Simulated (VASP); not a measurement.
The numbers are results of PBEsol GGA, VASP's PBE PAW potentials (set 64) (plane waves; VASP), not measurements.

A VASP calculation is set up with these files.

File KPOINTS:
```
Automatic mesh
0
Gamma
10 10 4
0 0 0
```

INCAR:
```
SYSTEM=BN
PREC=Accurate; ENCUT=600; LREAL=F
LASPH=T
EDIFF=1E-7; NELM=100; ALGO=Normal
ISMEAR=0; SIGMA=0.05
GGA=PS
IBRION=2; NSW=40; ISIF=3
EDIFFG=-0.01; PSTRESS=300
LWAVE=F; LCHARG=F
```

File POSCAR:
```
BN
1
    1.2526904821    -2.1697239507     0.0000000000
    1.2526904821     2.1697239507     0.0000000000
    0.0000000000     0.0000000000     6.8224324282
B N
2 2
Direct
  0.3333330000   0.6666670000   0.2500000000
  0.6666670000   0.3333330000   0.7500000000
  0.6666670000   0.3333330000   0.2500000000
  0.3333330000   0.6666670000   0.7500000000
```

POTCAR, in this order: B N (PBE.64 set). Program: vasp_std.

### Question
What will the output report for the number of irreducible k-points (NKPTS), number of bands (NBANDS), largest plane-wave count, number of space-group operations, FFT grid (NGX, NGY, NGZ)?

### Answer

The number of irreducible k-points (NKPTS) is 42. The number of bands (NBANDS) is 12 and the largest plane-wave count is 1255. The number of space-group operations is 24 and the FFT grid (NGX, NGY, NGZ) is 20 × 20 × 56.

The compound is BN in the hex structure. This run relaxes it under an external pressure of 30 GPa. Symmetry was kept, so distortions that lower it aren't found.
